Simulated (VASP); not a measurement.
A run of VASP 6.6.1 is set up as follows.

POSCAR

```
Sr2PdS3
1.0
    0.0000000000      3.9493775800      0.0000000000
    4.4241053700      0.0000000000      0.0000000000
    2.2120526800      1.9746892900     -7.1543471300
Sr Pd S
2 1 3
Direct
    0.3550000000      0.3550000000      0.2900000000
    0.6450000000      0.6450000000      0.7100000000
    0.0000000000      0.0000000000      0.0000000000
    0.0000000000      0.5000000000      0.0000000000
    0.1600000000      0.1600000000      0.6800000000
    0.8400000000      0.8400000000      0.3200000000
```

The input INCAR.step1:

```
PREC = Accurate
ENCUT = 520
ISMEAR = -1
SIGMA = 0.1
LREAL = False
LASPH = True
NELM = 60
NBANDS = 33
GGA = PE
ALGO = Normal
EDIFF = 1E-4
LWAVE = True
LCHARG = False
```

The input INCAR.step2:

```
PREC = Accurate
ENCUT = 520
EDIFF = 1E-7
ISMEAR = -1
SIGMA = 0.1
LREAL = False
LASPH = True
NELM = 60
ALGO = Normal
ISIF = 2
LWAVE = False
LCHARG = False
METAGGA = R2SCAN
LMIXTAU = True
NBANDS = 33
ISTART = 1
```

The input KPOINTS:

```
Automatic mesh
0
Gamma
  5 5 5
```

Potentials or basis: VASP PAW PBE potentials, release 64 (Sr_sv, Pd, S).

Command:

```console
$ cat potpaw_PBE.64/Sr_sv/POTCAR potpaw_PBE.64/Pd/POTCAR potpaw_PBE.64/S/POTCAR > POTCAR
$ cp INCAR.step1 INCAR
$ mpirun -np 1 vasp_std > vasp.out
$ cp INCAR.step2 INCAR
$ mpirun -np 1 vasp_std > vasp.out
```

**Question.** Predict the largest force.

**Answer.** 0.616 eV/Å.

**Question.** Estimate the pressure.

**Answer.** 13.5 GPa.

Stress tensor (GPa, compression positive):
```
16.12  0.00  0.00
 0.00  7.52  0.00
 0.00  0.00 16.76
```

Caveat: the PAW data sets were made with another functional, which shifts forces and pressure a little.
